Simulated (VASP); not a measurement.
Write the native input for VASP 6.6.1 that does the following.

| Quantity | Value |
| --- | --- |
| Task | single point |
| Functional | PBE |
| Potentials or basis | VASP PAW PBE potentials, release 64 (Ca_sv, Si, S) |
| Cutoff | 520 eV |
| k mesh | 4 × 4 × 4 |
| Occupations | gaussian, width 0.05 eV |
| Spin | no spin polarisation |
| Dipole correction | no |
| Further INCAR settings | ALGO = Fast; EDIFF = 1e-07; NBANDS = 24 |

The structure of CaSiS3 lies in POSCAR:

```
CaSiS3
1.0
    4.4800000000      0.0000000000      0.0000000000
    0.0000000000      4.4800000000      0.0000000000
    0.0000000000      0.0000000000      4.4800000000
Ca Si S
1 1 3
Direct
    0.0000000000      0.0000000000      0.0000000000
    0.5000000000      0.5000000000      0.5000000000
    0.5000000000      0.5000000000      0.0000000000
    0.5000000000      0.0000000000      0.5000000000
    0.0000000000      0.5000000000      0.5000000000
```

The cell comes from a database or a generator and needn't be the stable form of this composition.

The input as run:

INCAR

```
PREC = Accurate ; ENCUT = 520
EDIFF = 1E-7 ; ISMEAR = 0
SIGMA = 0.05 ; LREAL = F
LASPH = T ; NELM = 100
ALGO = Fast ; ISIF = 2
LWAVE = F ; LCHARG = F
GGA = PE ; NBANDS = 24
```

KPOINTS

```
regular mesh
0
Gamma
  4 4 4
```

Potentials or basis: VASP PAW PBE potentials, release 64 (Ca_sv, Si, S).

Run with:

```bash
$ cat potpaw_PBE.64/Ca_sv/POTCAR potpaw_PBE.64/Si/POTCAR potpaw_PBE.64/S/POTCAR > POTCAR
$ mpirun -np 1 vasp_std > vasp.out
```

Results of the run:

The pressure is 7.9 GPa. The band gap on the k mesh is none (metal or under the smearing width).

It took 18 s on 1 thread of Intel(R) Xeon(R) 6975P-C (Granite Rapids), with other jobs on the host, peak memory 0.2 GiB.
